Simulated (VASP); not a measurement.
# Sc (Im-3m) in VASP: notebook, part 2 of 2

VASP 6.6.1. Earlier steps stand in the parts before.

### Step 4. Single point, LDA

This run uses another cell than the first one, of 25.41 Å³/atom, 1.113 times its volume.

INCAR

```
ALGO     = Normal         # electronic algorithm
EDIFF    = 1E-6           # SCF threshold, eV
ENCUT    = 520            # plane-wave cutoff, eV
ISIF     = 2              # what is computed and relaxed
ISMEAR   = -1             # smearing method
LASPH    = T              # aspherical terms in the spheres
LCHARG   = F              # write CHGCAR
LREAL    = F              # projectors in reciprocal space
LWAVE    = F              # write WAVECAR
NBANDS   = 16             # bands
NELM     = 100            # most SCF steps
PREC     = Accurate       # precision mode
SIGMA    = 0.1            # smearing width, eV
```

KPOINTS

```
k-points
0
Gamma
  6 6 6
```

POSCAR

```
NaSc
1.0
    3.7038484945      0.0000000000      0.0000000000
    0.0000000000      3.7038484945      0.0000000000
    0.0000000000      0.0000000000      3.7038484945
Sc Na
1 1
Direct
    0.0000000000      0.0000000000      0.0000000000
    0.5000000000      0.5000000000      0.5000000000
```

Potentials or basis: VASP PAW LDA potentials, release 64 (Sc_sv, Na_pv).

Launch:

```
cat potpaw_LDA.64/Sc_sv/POTCAR potpaw_LDA.64/Na_pv/POTCAR > POTCAR
mpirun -np 1 vasp_std > vasp.out
```

OUTCAR:

```text
EDIFF = 1E-6
   ENCUT = 520
   ISIF = 2
   ISMEAR = -1
   LASPH = T
   LREAL = F
   NELM = 100
   PREC = Accurate

 ion  position               nearest neighbor table
   1  0.000  0.000  0.000-
   2  0.500  0.500  0.500-

  LATTYP: Found a simple cubic cell.
 ALAT       =     3.7038484945

  Lattice vectors:

 A1 = (   3.7038484945,   0.0000000000,   0.0000000000)
 A2 = (   0.0000000000,   3.7038484945,   0.0000000000)
 A3 = (   0.0000000000,   0.0000000000,   3.7038484945)

Analysis of symmetry for initial positions (statically):
=====================================================================
 Subroutine PRICEL returns:
 Original cell was already a primitive cell.

 Routine SETGRP: Setting up the symmetry group for a
 simple cubic supercell.

 Subroutine GETGRP returns: Found 48 space group operations
 (whereof 48 operations were pure point group operations)
 out of a pool of 48 trial point group operations.

The static configuration has the point symmetry O_h .

Analysis of symmetry for dynamics (positions and initial velocities):
=====================================================================
 Subroutine PRICEL returns:
 Original cell was already a primitive cell.

 Routine SETGRP: Setting up the symmetry group for a
 simple cubic supercell.

 Subroutine GETGRP returns: Found 48 space group operations
 (whereof 48 operations were pure point group operations)
 out of a pool of 48 trial point group operations.

The dynamic configuration has the point symmetry O_h .

 Subroutine INISYM returns: Found 48 space group operations
 (whereof 48 operations are pure point group operations),
 and found     1 'primitive' translations

----------------------------------------------------------------------------------------

                                     Primitive cell

  volume of cell :      50.8112

  direct lattice vectors                    reciprocal lattice vectors
     3.703848494  0.000000000  0.000000000     0.269989445  0.000000000  0.000000000
     0.000000000  3.703848494  0.000000000     0.000000000  0.269989445  0.000000000
     0.000000000  0.000000000  3.703848494     0.000000000  0.000000000  0.269989445

  length of vectors
     3.703848494  3.703848494  3.703848494     0.269989445  0.269989445  0.269989445

  position of ions in fractional coordinates (direct lattice)
     0.000000000  0.000000000  0.000000000
     0.500000000  0.500000000  0.500000000

  ion indices of the primitive-cell ions
   primitive index   ion index
                 1           1
                 2           2

----------------------------------------------------------------------------------------

 KPOINTS: k-points

Automatic generation of k-mesh.
 Grid dimensions read from file:
 generate k-points for:    6    6    6

 Generating k-lattice:

  Cartesian coordinates                     Fractional coordinates (reciprocal lattice)
     0.044998241  0.000000000  0.000000000     0.166666667  0.000000000  0.000000000
     0.000000000  0.044998241  0.000000000     0.000000000  0.166666667  0.000000000
     0.000000000  0.000000000  0.044998241     0.000000000  0.000000000  0.166666667

  Length of vectors
     0.044998241  0.044998241  0.044998241

  Shift w.r.t. Gamma in fractional coordinates (k-lattice)
     0.000000000  0.000000000  0.000000000

 Subroutine IBZKPT returns following result:
 ===========================================

 Found     20 irreducible k-points:

 Following reciprocal coordinates:
            Coordinates               Weight
  0.000000  0.000000  0.000000      1.000000
  0.166667  0.000000  0.000000      6.000000
  0.333333  0.000000  0.000000      6.000000
  0.500000  0.000000  0.000000      3.000000
  0.166667  0.166667  0.000000     12.000000
  0.333333  0.166667  0.000000     24.000000
[... 12 lines left out ...]
  0.500000  0.500000  0.333333      6.000000
  0.500000  0.500000  0.500000      1.000000
   k-points           NKPTS =     20   k-points in BZ     NKDIM =     20   number of bands    NBANDS=     16
   number of dos      NEDOS =    301   number of ions     NIONS =      2
   total plane-waves  NPLWV =  21952
   dimension x,y,z NGX =    28 NGY =   28 NGZ =   28
   dimension x,y,z NGXF=    56 NGYF=   56 NGZF=   56
   ions per type =               1   1
   NGX,Y,Z   is equivalent  to a cutoff of  12.57, 12.57, 12.57 a.u.
   NGXF,Y,Z  is equivalent  to a cutoff of  25.14, 25.14, 25.14 a.u.
 SYSTEM =  unknown system
   PREC   = accura    normal or accurate (medium, high low for compatibility)
   ISTART =      0    job   : 0-new  1-cont  2-samecut
   ICHARG =      2    charge: 1-file 2-atom 10-const
   ISPIN  =      1    spin polarized calculation?
   LNONCOLLINEAR =      F non collinear calculations
   LSORBIT =      F    spin-orbit coupling
   LASPH  =      T    aspherical Exc in radial PAW
   ENCUT  =  520.0 eV  38.22 Ry    6.18 a.u.   6.89  6.89  6.89*2*pi/ulx,y,z
   NELM   =    100;   NELMIN=  2; NELMDL= -5     # of ELM steps
   EDIFF  = 0.1E-05   stopping-criterion for ELM
   LREAL  =      F    real-space projection
[... 7 lines left out ...]
   TEBEG  =    0.0;   TEEND  =   0.0 temperature during run
   PSTRESS=    0.0 pullay stress
   NELECT =      18.0000    total number of electrons
   NUPDOWN=      -1.0000    fix difference up-down
   EMIN   =  10.00;   EMAX   =-10.00  energy-range for DOS
   EFERMI =   0.00;   METHOD = LEGACY
   ISMEAR =    -1;   SIGMA  =   0.10  broadening in eV -4-tet -1-fermi 0-gaus
   EFERMI_NEDOS =   21; number of points for ismear=-14 and -15
   IALGO  =     38    algorithm
   IMIX   =      4    mixing-type and parameters
     AMIX     =   0.40;   BMIX     =  1.00
     AMIX_MAG =   1.60;   BMIX_MAG =  1.00
  volume/ion in A,a.u.               =      25.41       171.45
  Fermi-wavevector in a.u.,A,eV,Ry     =   1.158366  2.188994 18.256456  1.341812
  Thomas-Fermi vector in A             =   2.294969
   LORBIT       =      0    0 simple, 1 ext, 2 COOP (PROOUT), +10 PAW based schemes
   GGA     = CA    functional components
   LHFCALC =     F    Hartree Fock is set to
   AEXX    =    0.0000 exact exchange contribution
   IVDW    =     0    specifies the selected vdW correction
   LEPSILON=     F    determine dielectric tensor
   LRPA    =     F    only Hartree local field effects (RPA)
 non-spin polarized calculation
  energy-cutoff  :      520.00
  volume of cell :       50.81
 maximum number of plane-waves:      1406
 NGX is ok and might be reduce to    28
   NGX = 13   NGY = 13   NGZ = 13

 number of electron      18.0000001 magnetization

 Free energy of the ion-electron system (eV)
  ---------------------------------------------------
  ext. energy  EPLUGINS =         0.00000000
  ---------------------------------------------------
  free energy    TOTEN  =        -7.02177230 eV

  energy without entropy =       -6.90967415  energy(sigma->0) =       -6.96572322

 E-fermi :   2.2722     XC(G=0):  -9.0437

 val. band max:        2.2474737954   @ k =   0.1667   0.1667   0.0000
 cond. band min:       2.2775119492   @ k =   0.5000   0.5000   0.1667
 fundamental gap:      0.0300381538
 Fermi energy:         2.2722095781

 k-point     1 :       0.0000    0.0000    0.0000
  band No.  band energies     occupation
      1     -47.3041      2.00000
      2     -26.2367      2.00000
      3     -26.2367      2.00000
      4     -26.2367      2.00000
      5     -21.3555      2.00000
      6     -21.3555      2.00000
[... 8 lines left out ...]
     15       8.5241      0.00000
     16       8.5241      0.00000

 k-point     2 :       0.1667    0.0000    0.0000
  band No.  band energies     occupation
      1     -47.3031      2.00000
      2     -26.2516      2.00000
      3     -26.2353      2.00000
      4     -26.2353      2.00000
      5     -21.3628      2.00000
      6     -21.3554      2.00000
[... 8 lines left out ...]
     15       8.9810      0.00000
     16       8.9810      0.00000
[... 311 lines left out ...]
      5     -21.3782      2.00000
      6     -21.3782      2.00000
[... 8 lines left out ...]
     15       5.8421      0.00000
     16       8.4802      0.00000

 k-point    20 :       0.5000    0.5000    0.5000
  band No.  band energies     occupation
      1     -47.2923      2.00000
      2     -26.2835      2.00000
      3     -26.2835      2.00000
      4     -26.2835      2.00000
      5     -21.3784      2.00000
      6     -21.3784      2.00000
[... 8 lines left out ...]
     15       5.2722      0.00000
     16       8.6859      0.00000

------------------------ aborting loop because EDIFF is reached ----------------------------------------

  FORCE on cell =-STRESS in cart. coord.  units (eV):
  Direction    XX          YY          ZZ          XY          YZ          ZX
  --------------------------------------------------------------------------------------
  -------------------------------------------------------------------------------------
  Total       -0.0019445     -0.0019445     -0.0019445      0.0000000      0.0000000      0.0000000
  in kB       -0.0613132     -0.0613132     -0.0613132      0.0000000      0.0000000      0.0000000
  external PRESSURE =      -0.0613132 kB  Pullay stress =       0.0000000 kB

 VOLUME and BASIS-vectors are now :
 -----------------------------------------------------------------------------
  energy-cutoff  :      520.00
  volume of cell :       50.81
      direct lattice vectors                 reciprocal lattice vectors
     3.703848494  0.000000000  0.000000000     0.269989445  0.000000000  0.000000000
     0.000000000  3.703848494  0.000000000     0.000000000  0.269989445  0.000000000
     0.000000000  0.000000000  3.703848494     0.000000000  0.000000000  0.269989445

 POSITION                                       TOTAL-FORCE (eV/Angst)
 -----------------------------------------------------------------------------------
      0.00000      0.00000      0.00000         0.000000      0.000000      0.000000
      1.85192      1.85192      1.85192         0.000000      0.000000      0.000000
 -----------------------------------------------------------------------------------
    total drift:                                0.000000      0.000000      0.000000

  FREE ENERGIE OF THE ION-ELECTRON SYSTEM (eV)
  ---------------------------------------------------
  free  energy   TOTEN  =        -7.0217722995 eV

  energy  without entropy=       -6.9096741493  energy(sigma->0) =       -6.96572322
```

Wall time 17 s (1 thread of Intel Xeon Platinum 8488C (Sapphire Rapids), shared host); peak memory 0.14 GiB.

Results:

```yaml
Free_energy: -7.0218 eV
Pressure: 0.0 GPa
Band_gap_on_the_k_mesh: none (metal or under the smearing width)
```

### Step 5. Relaxation of cell and atoms, LDA

This run uses another cell than the first one, of 31.52 Å³/atom, 1.381 times its volume.

INCAR

```
PREC = Accurate
ENCUT = 600
EDIFF = 1E-6
ISMEAR = -1
SIGMA = 0.1
LREAL = False
LASPH = True
NELM = 100
ALGO = Normal
ISIF = 3
LWAVE = False
LCHARG = False
GGA = CA
IBRION = 2
NSW = 80
EDIFFG = -0.02
```

KPOINTS

```
regular mesh
0
Gamma
  6 6 6
```

POSCAR

```
NaSc
1.0
    3.9800000000      0.0000000000      0.0000000000
    0.0000000000      3.9800000000      0.0000000000
    0.0000000000      0.0000000000      3.9800000000
Sc Na
1 1
Direct
    0.0000000000      0.0000000000      0.0000000000
    0.5000000000      0.5000000000      0.5000000000
```

Potentials or basis: VASP PAW LDA potentials, release 64 (Sc_sv, Na_pv).

Launch:

```
cat potpaw_LDA.64/Sc_sv/POTCAR potpaw_LDA.64/Na_pv/POTCAR > POTCAR
mpirun -np 1 vasp_std > vasp.out
```

OUTCAR:

```text
PREC = Accurate
   ENCUT = 600
   EDIFF = 1E-6
   ISMEAR = -1
   LREAL = False
   LASPH = True
   NELM = 100
   ISIF = 3
   GGA = CA
   IBRION = 2
   NSW = 80
   EDIFFG = -0.02

 ion  position               nearest neighbor table
   1  0.000  0.000  0.000-
   2  0.500  0.500  0.500-

  LATTYP: Found a simple cubic cell.
 ALAT       =     3.9800000000

  Lattice vectors:

 A1 = (   3.9800000000,   0.0000000000,   0.0000000000)
 A2 = (   0.0000000000,   3.9800000000,   0.0000000000)
 A3 = (   0.0000000000,   0.0000000000,   3.9800000000)

Analysis of symmetry for initial positions (statically):
=====================================================================
 Subroutine PRICEL returns:
 Original cell was already a primitive cell.

 Routine SETGRP: Setting up the symmetry group for a
 simple cubic supercell.

 Subroutine GETGRP returns: Found 48 space group operations
 (whereof 48 operations were pure point group operations)
 out of a pool of 48 trial point group operations.

The static configuration has the point symmetry O_h .

Analysis of symmetry for dynamics (positions and initial velocities):
[... 151 lines left out ...]
  ext. energy  EPLUGINS =         0.00000000
  ---------------------------------------------------
  free energy    TOTEN  =        -6.83304883 eV

  energy without entropy =       -6.70452176  energy(sigma->0) =       -6.76878530

------------------------ aborting loop because EDIFF is reached ----------------------------------------

  FORCE on cell =-STRESS in cart. coord.  units (eV):
  Direction    XX          YY          ZZ          XY          YZ          ZX
  --------------------------------------------------------------------------------------
  -------------------------------------------------------------------------------------
  Total       -1.6297632     -1.6297632     -1.6297632      0.0000000      0.0000000     -0.0000000
  in kB      -41.4176902    -41.4176902    -41.4176902      0.0000000      0.0000000     -0.0000000
  external PRESSURE =     -41.4176902 kB  Pullay stress =       0.0000000 kB
[... 95 lines left out ...]
--------------------------------------- Ionic step        4  -------------------------------------------

 number of electron      18.0000002 magnetization

 Free energy of the ion-electron system (eV)
  ---------------------------------------------------
  ext. energy  EPLUGINS =         0.00000000
  ---------------------------------------------------
  free energy    TOTEN  =        -7.02296064 eV

  energy without entropy =       -6.91102368  energy(sigma->0) =       -6.96699216

 E-fermi :   2.2839     XC(G=0):  -9.0531

 val. band max:        2.2587273909   @ k =   0.1667   0.1667   0.0000
 cond. band min:       2.2906004148   @ k =   0.5000   0.5000   0.1667
 fundamental gap:      0.0318730239
 Fermi energy:         2.2839260229

 k-point     1 :       0.0000    0.0000    0.0000
  band No.  band energies     occupation
      1     -47.2870      2.00000
      2     -26.2200      2.00000
      3     -26.2200      2.00000
      4     -26.2200      2.00000
      5     -21.3431      2.00000
      6     -21.3431      2.00000
      7     -21.3431      2.00000
      8      -2.3212      2.00000
      9       2.1249      1.66129
     10       2.1249      1.66129
     11       4.2398      0.00000
     12       4.2398      0.00000
     13       4.2398      0.00000
[... 331 lines left out ...]
  FREE ENERGIE OF THE ION-ELECTRON SYSTEM (eV)
  ---------------------------------------------------
  free  energy   TOTEN  =        -7.0229606438 eV

  energy  without entropy=       -6.9110236818  energy(sigma->0) =       -6.96699216

 reached required accuracy - stopping structural energy minimisation
```

OSZICAR:

```text
N       E                     dE             d eps       ncg     rms          rms(c)
DAV:   1     0.185588672738E+03    0.18559E+03   -0.93032E+03   520   0.155E+03
DAV:   2     0.475468900752E+00   -0.18511E+03   -0.18189E+03   584   0.517E+02
DAV:   3    -0.806861899014E+01   -0.85441E+01   -0.83037E+01   856   0.128E+02
[... 35 lines left out ...]
DAV:   4    -0.702302004282E+01    0.21175E-02   -0.29137E-03   688   0.704E-01    0.278E-02
DAV:   5    -0.702297203317E+01    0.48010E-04   -0.20467E-04   690   0.257E-01    0.172E-02
DAV:   6    -0.702296175557E+01    0.10278E-04   -0.15194E-05   715   0.611E-02    0.366E-03
DAV:   7    -0.702296063290E+01    0.11227E-05   -0.28587E-06   567   0.247E-02    0.623E-04
DAV:   8    -0.702296064379E+01   -0.10891E-07   -0.24551E-07   275   0.552E-03
   4 F= -.70229606E+01 E0= -.69669922E+01  d E =-.189912E+00
```

Run time: 40 s. Hardware: 1 thread of Intel Xeon Platinum 8488C (Sapphire Rapids), shared host; peak memory 0.16 GiB.

What came out:

| Property | Result |
| --- | --- |
| Free energy | -7.0230 eV |
| Relaxed volume | 25.34 Å³/atom |
| Relaxed cell | a = 3.701 Å, b = 3.701 Å, c = 3.701 Å, α = 90.00°, β = 90.00°, γ = 90.00° |
| Space group after relaxing (to 0.05 Å) | Pm-3m (No. 221) |
| Energy gained by relaxing | 95.0 meV/atom |
| Ionic steps | 4 |
| Pressure after relaxing | 0.1 GPa |
| Band gap on the k mesh | none (metal or under the smearing width) |

Step by step:
```csv
step,energy change (eV),largest force (eV/Å),pressure (GPa),volume (Å³)
1,0.0000,0.0000,-4.14,63.04
2,-0.1499,0.0000,-2.32,55.90
3,-0.1882,0.0000,-0.55,51.81
4,-0.1899,0.0000,0.09,50.69
```

Final structure:
```yaml
crystal:
  lattice:
    - [3.70080, 0.00000, 0.00000]
    - [0.00000, 3.70080, 0.00000]
    - [0.00000, 0.00000, 3.70080]
  atoms:
    - { symbol: Sc, position: [0.00000, 0.00000, 0.00000] }
    - { symbol: Na, position: [0.50000, 0.50000, 0.50000] }
```

Levels at points of the mesh, in eV from the Fermi level:
```csv
k point,band 6,band 7,band 8,band 9,band 10,band 11,band 12,band 13
"(0.00, 0.00, 0.00)",-23.63,-23.63,-4.61,-0.16,-0.16,1.96,1.96,1.96
"(0.50, 0.00, 0.00)",-23.63,-23.63,-2.27,-1.45,0.26,1.21,1.21,2.05
"(0.50, 0.50, 0.00)",-23.65,-23.62,-0.96,-0.43,0.76,0.76,1.33,1.33
"(0.50, 0.50, 0.50)",-23.65,-23.65,-0.28,-0.28,-0.28,2.54,2.54,3.01
```

Caveat: the volume moved by over 15 % at a fixed basis, so the end points are rough.

### Step 6. Summary

| task | potentials or basis | cell | cutoff (eV) | gap on the mesh (eV) | pressure (GPa) | relaxed volume (Å³/atom) |
| --- | --- | --- | --- | --- | --- | --- |
| single point | VASP PAW LDA potentials, release 64 (Sc_sv) | Im-3m, 22.82 Å³/atom | 520 | none | 0.1 | - |
| relaxation of cell and atoms | VASP PAW LDA potentials, release 64 (Sc_sv) | relaxed | 600 | none | 0.0 | 22.86 |
| single point | VASP PAW LDA potentials, release 64 (Sc_sv, Na_pv) | Pm-3m, 25.41 Å³/atom | 520 | none | 0.0 | - |
| relaxation of cell and atoms | VASP PAW LDA potentials, release 64 (Sc_sv, Na_pv) | relaxed | 600 | none | 0.1 | 25.34 |

Alike in all rows: level LDA; no spin polarisation; k mesh 6 × 6 × 6; smearing fermi-dirac 0.1 eV.

Caveats: the volume moved by over 15 % at a fixed basis, so the end points are rough (some runs).

Total energies depend on the potentials used, so only differences within one code and one set of settings carry meaning.
